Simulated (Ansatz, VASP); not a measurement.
# Al2O3 (Corundum): VASP beside Ansatz, part 2 of 2

One calculation is typed for both programs; each brings its own data sets. How far apart do they land? The cell is taken from a series of runs on this material, whose earlier steps may have relaxed, scaled, displaced or heated it; both programs get it as it stands.

VASP 6.6.1 and Ansatz 0.2.0.

So far: The starting structure; VASP: zone-centre phonons, PBE with D3(BJ).

## (3) Ansatz: zone-centre phonons, PBE with D3(BJ)

Level of this step: Ansatz beside VASP: Kohn-Sham DFT, plane waves, PBE with D3(BJ) (Ansatz).

Ansatz runs on its PAW soft_1 files.

The same cell, functional and mesh now go to Ansatz, which takes its cutoff from its data sets.

The input, input.yaml:

```yaml
crystal:
  lattice:
    - [2.3779092703, 1.3728865573, 4.3217759118]
    - [-2.3779092703, 1.3728865573, 4.3217759118]
    - [0.0, -2.7457731147, 4.3217759118]
  atoms:
    - { symbol: Al, position: [0.3520441373, 0.3520441373, 0.3520441373] }
    - { symbol: Al, position: [0.1479558627, 0.1479558627, 0.1479558627] }
    - { symbol: Al, position: [0.6479558627, 0.6479558627, 0.6479558627] }
    - { symbol: Al, position: [0.8520441373, 0.8520441373, 0.8520441373] }
    - { symbol: O, position: [0.556522671, 0.943477329, 0.25] }
    - { symbol: O, position: [0.25, 0.556522671, 0.943477329] }
    - { symbol: O, position: [0.943477329, 0.25, 0.556522671] }
    - { symbol: O, position: [0.443477329, 0.056522671, 0.75] }
    - { symbol: O, position: [0.75, 0.443477329, 0.056522671] }
    - { symbol: O, position: [0.056522671, 0.75, 0.443477329] }
kpoints:
  mp_grid: { grid: [6, 6, 6] }
hamiltonian:
  xc: pbe
  dispersion: d3bj
  pseudopotentials: { kind: paw, azcp: { folder: soft_1 } }
scf:
  occupations: { method: fixed }
output:
  eigenvalues: true
phonons:
  method: dfpt
  dielectric: true
  rigid_motions: translations
```

Launch:

```console
$ ansatz run input.yaml --threads 4 --pin off --max-ram 8192MiB --backend cpu --events-out ev --progress --plain --runs-dir out
```

Numbers of over 12 decimals in the logs are rounded to 6 here.

The log of the run:

```text
Engine: ansatz 0.2.0, x86_64-unknown-linux-gnu
Pseudopotentials: kind: paw
Pseudopotential: Al, paw, valence charge 3, recommended cutoff 420 eV (normal), soft_1/Al.paw.azcp
Pseudopotential: O, paw, valence charge 6, recommended cutoff 420 eV (normal), soft_1/O.paw.azcp
Functional definition: PBE
  parameter kappa = 0.804
  parameter beta = 0.066725
  exchange = pbe_x(kappa = kappa, mu = beta*pi^2/3)
  correlation = pbe_c(beta = beta)
Crystal: 10 atoms, lattice volume = 84.653 Å³
Basis set: ecut = 420 eV, 1641 PW (Γ), exchange–correlation on 72×72×72 points (8 copies of the dense FFT grid, shifted against one another)
Bands: 34, of which v1, the nominal top of the filled ones, is band 24 counted from 1 (23 counted from 0)
Symmetry: 12 space group operations
k-points: 112 of 216 (irreducible under 1 space group operation, time reversal used)
Non-local potential: Al, projectors of the file, l = 0: 2, l = 1: 2, l = 2: 1
Non-local potential: O, projectors of the file, l = 0: 2, l = 1: 2, l = 2: 1
PAW form: soft (Blöchl's): semilocal exchange-correlation on the pseudo side does not see the compensation charge
PAW one-centre angular grid: Al, 110 points (default); XC on 64 Gauss nodes
PAW one-centre angular grid: O, 110 points (default); XC on 64 Gauss nodes
Initial density: superposition of atomic densities (chi_scale 0.1, normalization cell, long waves kept (reshape's long-wave potential 0.00 eV rms))
Initial wavefunctions: pseudopotential atomic-orbital guess
Functional: x = pbe(κ = 0.804, μ = 0.219515), c = pbe(β = 0.066725)
SCF iter   1: F=—  HF=-5575.666187 eV  |F-HF|=—  |Δ(HF+E_count)|=         —  Δρ=1.33e-1  dr2=1.38e1  ethr=3.10e-3  ⟨swp⟩=5.0  Hψ=14444  notcnv=0  defer=744
preconditioner: auto → Resta (q_TF=auto, 2.482 Å⁻¹)  ε∞=3.3  [insulator: Δε(μ)=7.270 eV  Ē_g=18.576 eV  n_scr=20 (ndim 8)  ℏωp=28.0 eV  f_vac=0.000  ε∞_Penn≈3.3]
SCF iter   2: F=—  HF=-5572.058596 eV  |F-HF|=—  |Δ(HF+E_count)|=    3.61e0  Δρ=4.30e-2  dr2=7.74e-1  ethr=3.10e-3  ⟨swp⟩=2.9  Hψ=8198  notcnv=0  defer=832
SCF iter   3: F=—  HF=-5571.962361 eV  |F-HF|=—  |Δ(HF+E_count)|=   9.62e-2  Δρ=2.22e-2  dr2=2.33e-1  ethr=1.61e-3  ⟨swp⟩=1.7  Hψ=3486  notcnv=0  defer=875
SCF iter   4: F=—  HF=-5571.960259 eV  |F-HF|=—  |Δ(HF+E_count)|=   2.10e-3  Δρ=1.50e-3  dr2=9.92e-4  ethr=4.84e-4  ⟨swp⟩=3.0  Hψ=6292  notcnv=0  defer=875
SCF iter   5: F=—  HF=-5571.961722 eV  |F-HF|=—  |Δ(HF+E_count)|=   1.46e-3  Δρ=2.06e-4  dr2=4.18e-5  ethr=2.07e-6  ⟨swp⟩=2.0  Hψ=5860  notcnv=0  defer=896
SCF iter   6: F=—  HF=-5571.961777 eV  |F-HF|=—  |Δ(HF+E_count)|=   5.58e-5  Δρ=4.89e-5  dr2=2.23e-6  ethr=8.70e-8  ⟨swp⟩=2.0  Hψ=6112  notcnv=0  defer=865
SCF iter   7: F=—  HF=-5571.961780 eV  |F-HF|=—  |Δ(HF+E_count)|=   2.33e-6  Δρ=5.65e-6  dr2=1.78e-8  ethr=4.64e-9  ⟨swp⟩=2.0  Hψ=6399  notcnv=0  defer=590
SCF iter   8: F=—  HF=-5571.961780 eV  |F-HF|=—  |Δ(HF+E_count)|=   2.05e-8  Δρ=9.79e-7  dr2=7.04e-10  ethr=3.71e-11  ⟨swp⟩=2.3  Hψ=5779  notcnv=0  defer=591
SCF iter   9: F=-5571.961780 eV  HF=-5571.961780 eV  |F-HF|=1.00e-11  |Δ(HF+E_count)|=  5.77e-10  Δρ=1.52e-7  dr2=1.46e-11  ethr=1.00e-12  ⟨swp⟩=15.7  Hψ=27799  notcnv=0
SCF 1 converged in 9 iterations: F = -5571.961780 eV  dr2 = 1.46e-11
  greatest PAW one-centre occupation: 0.858 electrons in one spin orbital (limit 2), on the O atom at site 9 (counted from 0), in its partial waves of l = 0
NSCF: frozen V_eff on 6 k-points
DFPT response loops at Γ: preconditioner auto → none (the input reference at scf.mixing.eps_inf says where Resta's filter doesn't serve); β = 0.50; Broyden in place of MSR1
SCF converged after 9 iterations
Free energy (F): -5571.961780 eV
Harris-Foulkes:  -5571.961780 eV  (|F-HF|=1.00e-11)
Internal energy: -5571.961780 eV  (E = F + TS)
E sigma→0 (E₀):  -5571.961780 eV
Fermi energy:    7.771245 eV
--- Per-component energies (eV) ---
  E_band       = 67.117474
  E_kinetic    = 1143.536138
  E_local      = -1958.423071  (includes V_loc(G=0)·N_el)
  E_nonlocal   = 351.697672
  E_hartree    = 745.901969
  E_xc         = -592.755883
  E_vxc        = -681.777860  (∫ρ·V_xc dr)
  E_paw        = -2858.588272  (= ΣΔE_a)
  E_vpaw       = -279.724070  (= ΣTr[D̂ρ^β])
  E_aug_tail   = 0.004745  (compensation charges beyond the density's cutoff)
  E_ewald      = -2400.956749
  E_disp       = -2.378329  (pairwise vdW)
  E_smearing   = -0.000000  (= −TS)
  E_closure    = -0.000000  (closes the sum)
  Σ components = -5571.961780   (vs F -5571.961780, Δ=0.00e0)
--- Band table (eV; the first three rows and the last of 112) ---
  k-point 0: bands = [... 20 lower, 7.2618, 7.7164, 7.7164, 7.7712, 14.0394, 16.9516, 18.5962, 19.3669, ... 6 higher]
  k-point 1: bands = [... 20 lower, 7.0750, 7.4158, 7.6768, 7.7172, 14.6682, 17.4590, 18.1587, 19.0202, ... 6 higher]
  k-point 2: bands = [... 20 lower, 6.9149, 7.2127, 7.5303, 7.5797, 15.9815, 17.6427, 17.9755, 18.3514, ... 6 higher]
  k-point 111: bands = [... 20 lower, 7.3763, 7.3763, 7.3763, 7.3763, 16.4884, 16.4884, 18.9301, 18.9301, ... 6 higher]
--- Phonons (Γ-DFPT): 5 representative perturbations + reference, on 112 of 216 k-points (Σ response iterations 15) ---
  k mesh reduced under 1 symmetry operation, with k and −k counted as one. Each operation leaves every solved perturbation unchanged. A smaller set is not considered because the run solves the response to a homogeneous field
  ASR residual: 2.950e-5 → 0.000e0 eV/Å²; symmetrization residual: 3.165e-5 eV/Å²
  pairwise dispersion correction: d3bj (s6 = 1.0, s8 = 0.7875, a1 = 0.4289, a2_bohr = 4.4407), with the weights of each atom's references fixed at the reference crystal's, and the forces and stress that the weights' published response gives there kept as a pressure on the atom's counted neighbours (hamiltonian.dispersion)
  ASR residual per site (eV/Å²): 1.39e-5 1.39e-5 1.39e-5 1.39e-5 2.95e-5 2.07e-5 2.07e-5 2.95e-5 2.07e-5 2.07e-5
  Γ frequencies (cm⁻¹): 0.00 0.00 0.00 304.23 369.59 369.59 384.42 384.42 388.81 412.21 429.44 429.44 434.34 434.34 441.47 441.47 529.28 574.84 574.84 575.15 575.15 589.32 599.57 632.95 632.95 641.56 689.23 752.32 753.18 753.18
  ε∞ (high-frequency dielectric tensor):
        3.244547    -0.000000    -0.000000
       -0.000000     3.244547     0.000000
       -0.000000     0.000000     3.208659
  ε⁰ (static dielectric tensor: ions relaxed, cell fixed):
        9.371229     0.000000     0.000000
        0.000000     9.371229    -0.000000
        0.000000    -0.000000    11.457248
  ε⁰ − ε∞ (ionic part):
        6.126682     0.000000     0.000000
        0.000000     6.126682    -0.000000
        0.000000    -0.000000     8.248589
  softest optical mode at Γ: 304.23 cm⁻¹; the repairs (sum rule, projections) moved no ω² at Γ by more than (4.12 cm⁻¹)²
  Born effective charges Z* (e; rows j = field, columns β = displacement):
    site 0:
         2.97672   -0.03312   -0.00000
         0.03312    2.97672    0.00000
         0.00000    0.00000    2.94371
    site 1:
         2.97672    0.03312    0.00000
        -0.03312    2.97672    0.00000
        -0.00000    0.00000    2.94371
    site 2:
         2.97672   -0.03312   -0.00000
         0.03312    2.97672    0.00000
         0.00000    0.00000    2.94371
    site 3:
         2.97672    0.03312    0.00000
        -0.03312    2.97672    0.00000
        -0.00000    0.00000    2.94371
    site 4:
        -2.08498    0.00000   -0.00000
        -0.00000   -1.88398    0.26770
        -0.00000    0.36098   -1.96247
    site 5:
[...]
site 6:
[...]
site 7:
[...]
site 8:
[...]
site 9:
[...]
Z* charge neutrality: 2.178e-5 e pre-enforcement
  k-mesh period / interband length: 28.5 Å / 1.24 Å = 23.02 at k = (0.0000, 0.0000, 0.0000), direct gap 6.268 eV — 14 or more, which is no proof of convergence
  optical modes at Γ without the LO–TO term, one row a degenerate level:
      ω (cm⁻¹)  modes    IR ((D/Å)²/amu)
[...]
optical modes at Γ + LO–TO along q̂ = [1.0000, 0.0000, 0.0000]:
      ω (cm⁻¹)  modes    IR ((D/Å)²/amu)
[...]
optical modes at Γ + LO–TO along q̂ = [0.0000, 1.0000, 0.0000]:
      ω (cm⁻¹)  modes    IR ((D/Å)²/amu)
[...]
optical modes at Γ + LO–TO along q̂ = [0.0000, 0.0000, 1.0000]:
      ω (cm⁻¹)  modes    IR ((D/Å)²/amu)
[...]
575.15      2            79.6264
        599.57      1             0.0000
        632.95      2             8.6253
        641.56      1             0.0000
        689.23      1             0.0000
        752.32      1             0.0000
        753.18      2             0.0000
        867.53      1            61.6543
```

In the SCF lines HF is the Harris–Foulkes energy and dr2 the Hartree energy of the density residual, in eV; the loop may stop once dr2 is under the threshold and the program's other checks hold. Hψ counts applications of the Hamiltonian.

## (4) Differences

Known differences besides the potentials themselves: fixed occupations in Ansatz, narrow Gaussian smearing in VASP; the cutoff is 420 eV in Ansatz and 600 eV in VASP; Ansatz takes the dispersion share of the force constants at frozen C6 weights, VASP differentiates the full forces; VASP uses finite displacements, Ansatz perturbation theory. Total energies have different zeros and are not compared.

Both answers:

```csv
quantity,Ansatz,VASP,difference
optical mode 1 (cm⁻¹),304.2,305.8,-0.52 %
optical mode 2 to 3 (cm⁻¹),369.6,370.6,-0.28 %
optical mode 4 to 5 (cm⁻¹),384.4,384.9,-0.13 %
optical mode 6 (cm⁻¹),388.8,390.0,-0.30 %
optical mode 7 (cm⁻¹),412.2,413.5,-0.32 %
optical mode 8 to 9 (cm⁻¹),429.4,430.9,-0.34 %
optical mode 10 to 11 (cm⁻¹),434.3,435.8,-0.33 %
optical mode 12 to 13 (cm⁻¹),441.5,442.7,-0.29 %
optical mode 14 (cm⁻¹),529.3,530.7,-0.27 %
optical mode 15 to 16 (cm⁻¹),574.8,574.8,+0.00 %
optical mode 17 to 18 (cm⁻¹),575.1,576.9,-0.31 %
optical mode 19 (cm⁻¹),589.3,591.4,-0.35 %
optical mode 20 (cm⁻¹),599.6,599.2,+0.06 %
optical mode 21 to 22 (cm⁻¹),633.0,635.0,-0.33 %
optical mode 23 (cm⁻¹),641.6,643.3,-0.27 %
optical mode 24 (cm⁻¹),689.2,689.8,-0.09 %
optical mode 25 (cm⁻¹),752.3,753.7,-0.19 %
optical mode 26 to 27 (cm⁻¹),753.2,755.7,-0.34 %
```

Modes are paired by rising frequency, not by their patterns, so a pair may set unlike modes beside each other; they are those without the splitting of longitudinal modes.

## (5) Outcome

```json
{
  "r.m.s. difference of the optical zone-centre modes, each program's sorted by frequency (zone-centre phonons, PBE with D3(BJ))": "1.5 cm⁻¹",
  "difference in optical mode 1 (zone-centre phonons, PBE with D3(BJ))": "-0.5 %"
}
```

In words: The r.m.s. difference of the optical zone-centre modes, each program's sorted by frequency is 1.5 cm⁻¹ (zone-centre phonons, PBE with D3(BJ)). Among the rows given in per cent, the largest difference of the zone-centre phonons, PBE with D3(BJ) pair is in optical mode 1, -0.5 %. Such differences can come from data sets, numerical settings and the points named under the comparisons, not from the functional's error against experiment.

[Lines on the potential files, build, host, timing and source positions are cut from VASP's logs without a mark.]

[Logs are printed without paths, hosts, clocks, repeated set-up lines and the standing remarks that a program may print on its own settings, such as how far it seeks lower states.]

[Hosts, paths, dates, database ids (printed as entryN), source tags and the programs' standing remarks are cut or masked in the printed files.]
